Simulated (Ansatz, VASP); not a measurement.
Nb3Ag in VASP and in Ansatz

```
Nb Ag
1.0
     0.00000    3.27485    3.27485
     3.27485    0.00000    3.27485
     3.27485    3.27485    0.00000
Nb Ag
3 1
Direct
  0.75000 0.75000 0.75000
  0.50000 0.50000 0.50000
  0.25000 0.25000 0.25000
  0.00000 0.00000 0.00000
```

Alike in both runs: task relaxation of cell and atoms; functional PBE; k mesh 4 × 4 × 4; occupations gaussian, width 0.1 eV; no spin polarisation.

|  | VASP | Ansatz |
| --- | --- | --- |
| version | VASP 6.6.1 | Ansatz 0.2.0 |
| potentials or method | VASP PAW PBE potentials, release 64 (Nb_sv, Ag) | scalar-relativistic, plane waves, PAW |
| plane-wave cutoff (eV) | 600 | 420 |
| valence electrons in the cell | 50 | 58 |

Ansatz gave:

```
gap on the k mesh at the Fermi level, each at its own relaxed structure (eV) : none
relaxed volume (Å³/atom)                                                     : 18.17
relaxed cell length with the largest relative difference (Å)                 : 4.685
energy change over the relaxation (meV/atom)                                 : -11
```

**Question.** Which values does VASP return?

**Answer.** gap on the k mesh at the Fermi level, each at its own relaxed structure (eV): none; relaxed volume (Å³/atom): 18.14; relaxed cell length with the largest relative difference (Å): 4.682; energy change over the relaxation (meV/atom): -10.

A gap of «none» marks a metal or a gap that the smearing closes. The two sets of potentials don't hold the same shells in valence.

Caveats: the k mesh is coarse (spacing up to 0.42 Å⁻¹), so the values aren't converged.
